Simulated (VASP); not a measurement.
An input for Quantum ESPRESSO's pw.x (written as the equivalent of a VASP run, and not itself run):

```
&CONTROL
  calculation = 'vc-relax'
  pseudo_dir = './pseudo'
  outdir = './out'
  tprnfor = .true.
  tstress = .true.
  nstep = 60
  forc_conv_thr = 0.00039
/
&SYSTEM
  ibrav = 0
  nat = 2
  ntyp = 2
  ecutwfc = 82.3
  occupations = 'smearing'
  smearing = 'gaussian'
  degauss = 0.003675
  input_dft = 'pbe'
  vdw_corr = 'grimme-d3'
  dftd3_version = 4
  dftd3_threebody = .false.
/
&ELECTRONS
  conv_thr = 7.3e-08
  electron_maxstep = 100
/
&IONS
/
&CELL
/
ATOMIC_SPECIES
  Sr 87.620 Sr.upf
  Te 127.600 Te.upf
CELL_PARAMETERS angstrom
     0.0000000    3.3300000    3.3300000
     3.3300000    0.0000000    3.3300000
     3.3300000    3.3300000    0.0000000
ATOMIC_POSITIONS crystal
  Sr   0.0000000  0.0000000  0.0000000
  Te   0.5000000  0.5000000  0.5000000
K_POINTS automatic
  6 6 6 0 0 0
```

Q: Translate this input to VASP (INCAR, KPOINTS, POSCAR, choice of POTCAR).

A: One answer among several that fit: 
### INCAR
```
! general
SYSTEM  = SrTe
PREC    = Accurate
ENCUT   = 520   ! plane-wave cut-off (eV)
LREAL   = .False.
LASPH   = .True.   ! aspherical one-centre terms

! electronic loop
EDIFF   = 1E-6   ! SCF stop (eV)
NELM    = 100   ! most electronic steps
ALGO    = Normal
LMAXMIX = 4   ! l cut-off of mixed one-centre charges

! smearing
ISMEAR  = 0
SIGMA   = 0.05   ! width (eV)

! functional
GGA     = PE   ! PBE
IVDW    = 12   ! D3, Becke-Johnson

! ions
IBRION  = 2   ! conjugate gradients
NSW     = 60   ! most ionic steps
ISIF    = 3   ! ions, shape and volume
EDIFFG  = -0.01

! output
LWAVE   = .False.
LCHARG  = .False.
```

KPOINTS:
```
Regular mesh
0
gamma
 6 6 6
0 0 0
```

**POSCAR**
```
SrTe
1
    0.0000000000     3.3300000000     3.3300000000
    3.3300000000     0.0000000000     3.3300000000
    3.3300000000     3.3300000000     0.0000000000
Sr Te
1 1
Direct
  0.0000000000   0.0000000000   0.0000000000
  0.5000000000   0.5000000000   0.5000000000
```

POTCAR, in this order: Sr_sv Te (PBE.64 set). Program: vasp_std.

The two are equivalent in intent, not identical: the potentials are each code's own (VASP's PAW set, PseudoDojo norm-conserving files in pw.x), so ENCUT and ecutwfc are chosen apart and not converted; conv_thr bounds pw.x's estimated SCF error, while EDIFF bounds the energy change between steps; forc_conv_thr acts on force components and is met together with etot_conv_thr.

The compound is SrTe in the rock salt structure. This run relaxes it. Symmetry was kept, so distortions that lower it aren't found.
